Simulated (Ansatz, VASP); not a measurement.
This is a calculation of GeSbTe3 for VASP 6.6.1. The cell comes from a database or a generator and needn't be the stable form of this composition.

Contents of INCAR:

```
  PREC = Accurate
  ENCUT = 520
  EDIFF = 1E-7
  ISMEAR = -1
  SIGMA = 0.05
  LREAL = False
  LASPH = True
  NELM = 60
  ALGO = Normal
  ISIF = 2
  LWAVE = False
  LCHARG = False
  GGA = PE
  NBANDS = 26
```

The input KPOINTS:

```
regular mesh
0
Gamma
  7 7 7
```

The input POSCAR:

```
GeSbTe3
1.0
    2.1034800504      1.2144447733      9.8714625907
   -2.1034800504      1.2144447733      9.8714625907
    0.0000000000     -2.4288895466      9.8714625907
Te Sb Ge
3 1 1
Direct
    0.2135430000      0.2135430000      0.2135430000
    0.7925750000      0.7925750000      0.7925750000
    0.9983600000      0.9983600000      0.9983600000
    0.3977000000      0.3977000000      0.3977000000
    0.5978230000      0.5978230000      0.5978230000
```

Potentials or basis: VASP PAW PBE potentials, release 64 (Te, Sb, Ge_d).

Launch:

```sh
$ cat potpaw_PBE.64/Te/POTCAR potpaw_PBE.64/Sb/POTCAR potpaw_PBE.64/Ge_d/POTCAR > POTCAR
$ mpirun -np 1 vasp_std > vasp.out
```

**Question.** What does the same run look like in Ansatz 0.2.0? Potentials or basis there: Ansatz PAW, cutoff 420 eV.

**Answer.** As run (cutoffs and basis follow the program's own potentials, and thresholds, step limits or extra output files can differ):

Contents of input.yaml:

```yaml
crystal:
  lattice:
    - [2.1034800504, 1.2144447733, 9.8714625907]
    - [-2.1034800504, 1.2144447733, 9.8714625907]
    - [0.0, -2.4288895466, 9.8714625907]
  atoms:
    - { symbol: Te, position: [0.213543, 0.213543, 0.213543] }
    - { symbol: Te, position: [0.792575, 0.792575, 0.792575] }
    - { symbol: Te, position: [0.99836, 0.99836, 0.99836] }
    - { symbol: Sb, position: [0.3977, 0.3977, 0.3977] }
    - { symbol: Ge, position: [0.597823, 0.597823, 0.597823] }
hamiltonian:
  xc: pbe
  pseudopotentials: { kind: paw }
kpoints:
  mp_grid: { grid: [7, 7, 7] }
scf:
  occupations: { method: fermi_dirac, width: 0.05 }
output:
  forces: true
  stress: true
  eigenvalues: true
```

Potentials or basis: Ansatz PAW.

Command:

```console
$ ansatz run input.yaml --threads 2 --pin off --max-ram 5120MiB --backend cpu --events-out ev --progress --plain --runs-dir out
```

Both were run:

|  | VASP | Ansatz |
| --- | --- | --- |
| Pressure | 0.1 GPa | 0.1 GPa |
| Largest force | 0.070 eV/Å | 0.083 eV/Å |

Ansatz's pressure holds a Pulay term of +0.03 GPa for its cutoff of 420 eV, which the other run lacks.

The potentials hold 37 and 77 valence electrons a cell.

Where Ansatz's input types no cutoff or centring, it takes its own default and a Γ-centred mesh.

Pressure is positive in compression.
